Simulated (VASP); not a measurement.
OSZICAR of a VASP run on CuZn (CsCl type):

### OSZICAR
```
       N       E                     dE             d eps       ncg     rms          rms(c)
DAV:   1     0.141813750409E+03    0.14181E+03   -0.16749E+04  1760   0.389E+03
DAV:   2     0.678427577779E+01   -0.13503E+03   -0.13216E+03  1743   0.477E+02
DAV:   3    -0.673945737412E+01   -0.13524E+02   -0.13491E+02  2086   0.188E+02
DAV:   4    -0.697652990388E+01   -0.23707E+00   -0.23702E+00  2212   0.298E+01
DAV:   5    -0.697904285194E+01   -0.25129E-02   -0.25129E-02  2149   0.274E+00    0.477E+00
DAV:   6    -0.221974888695E+02   -0.15218E+02   -0.45965E+01  2072   0.793E+01    0.100E+01
DAV:   7    -0.224093324625E+02   -0.21184E+00   -0.54062E-01  1845   0.926E+00    0.105E+01
DAV:   8    -0.223499026835E+02    0.59430E-01   -0.12706E-01  2081   0.110E+01    0.101E+01
DAV:   9    -0.216961527530E+02    0.65375E+00   -0.54062E-01  1811   0.175E+01    0.802E+00
DAV:  10    -0.209856003407E+02    0.71055E+00   -0.31966E+00  1755   0.443E+01    0.665E+00
DAV:  11    -0.210017087822E+02   -0.16108E-01   -0.31567E-01  2561   0.113E+01    0.496E+00
DAV:  12    -0.209836957709E+02    0.18013E-01   -0.18778E-01  2331   0.109E+01    0.138E+00
DAV:  13    -0.209872455419E+02   -0.35498E-02   -0.34362E-02  2535   0.393E+00    0.369E-01
DAV:  14    -0.209866825774E+02    0.56296E-03   -0.36452E-03  2095   0.111E+00    0.485E-01
DAV:  15    -0.209862537525E+02    0.42882E-03   -0.57196E-03  1758   0.198E+00    0.557E-02
DAV:  16    -0.209862464229E+02    0.73296E-05   -0.46859E-04  2429   0.391E-01    0.321E-02
DAV:  17    -0.209862765697E+02   -0.30147E-04   -0.44201E-05  2616   0.152E-01    0.353E-02
DAV:  18    -0.209862733003E+02    0.32694E-05   -0.11268E-05  2387   0.875E-02    0.273E-02
DAV:  19    -0.209862705923E+02    0.27080E-05   -0.39337E-06  1918   0.709E-02    0.902E-03
DAV:  20    -0.209862700765E+02    0.51588E-06   -0.15443E-06  1110   0.378E-02
   1 F= -.20986270E+02 E0= -.20986354E+02  d E =-.209863E+02
       N       E                     dE             d eps       ncg     rms          rms(c)
DAV:   1    -0.210001037948E+02   -0.13833E-01   -0.20318E-01  1680   0.112E+01    0.928E-01
DAV:   2    -0.209912161176E+02    0.88877E-02   -0.11152E-01  1694   0.905E+00    0.441E-01
DAV:   3    -0.209870061706E+02    0.42099E-02   -0.31037E-02  1715   0.569E+00    0.251E-01
DAV:   4    -0.209863185446E+02    0.68763E-03   -0.16776E-03  2081   0.122E+00    0.958E-02
DAV:   5    -0.209861570055E+02    0.16154E-03   -0.15046E-04  2602   0.242E-01    0.440E-03
DAV:   6    -0.209861664795E+02   -0.94740E-05   -0.17736E-05  2451   0.102E-01    0.507E-03
DAV:   7    -0.209861680734E+02   -0.15940E-05   -0.31882E-06  1627   0.643E-02    0.909E-04
DAV:   8    -0.209861693351E+02   -0.12616E-05   -0.61855E-07   896   0.224E-02    0.677E-04
DAV:   9    -0.209861694389E+02   -0.10382E-06   -0.12303E-07   840   0.761E-03
   2 F= -.20986169E+02 E0= -.20986245E+02  d E =0.100638E-03
       N       E                     dE             d eps       ncg     rms          rms(c)
DAV:   1    -0.209919794527E+02   -0.58101E-02   -0.83961E-02  1680   0.724E+00    0.587E-01
DAV:   2    -0.209884328797E+02    0.35466E-02   -0.43829E-02  1694   0.566E+00    0.275E-01
DAV:   3    -0.209867455968E+02    0.16873E-02   -0.12453E-02  1715   0.350E+00    0.164E-01
DAV:   4    -0.209864231305E+02    0.32247E-03   -0.70196E-04  2057   0.803E-01    0.615E-02
DAV:   5    -0.209863252570E+02    0.97873E-04   -0.65771E-05  2608   0.159E-01    0.248E-03
DAV:   6    -0.209863261926E+02   -0.93553E-06   -0.66152E-06  2129   0.575E-02
   3 F= -.20986326E+02 E0= -.20986407E+02  d E =-.561161E-04
```

Problem. Which electronic solver shows in the log?

Solution. It is blocked Davidson (ALGO = Normal, or the opening steps of other solvers). The INCAR had ALGO = Normal.

Problem. Can the final energy be trusted as converged?

Solution. The calculation finished and met its thresholds. It stopped with EDIFF = 1E-6, NELM = 100, NSW = 60 and EDIFFG = -0.01 after 3 ionic steps (TPSS meta-GGA, plane waves, VASP's PBE PAW potentials (set 64)).

The compound is CuZn in the CsCl type structure. This run relaxes it. Symmetry was kept, so distortions that lower it aren't found. The start is the result of an earlier pass. The electron count is odd and the run is not spin-polarised, which forces a metal.
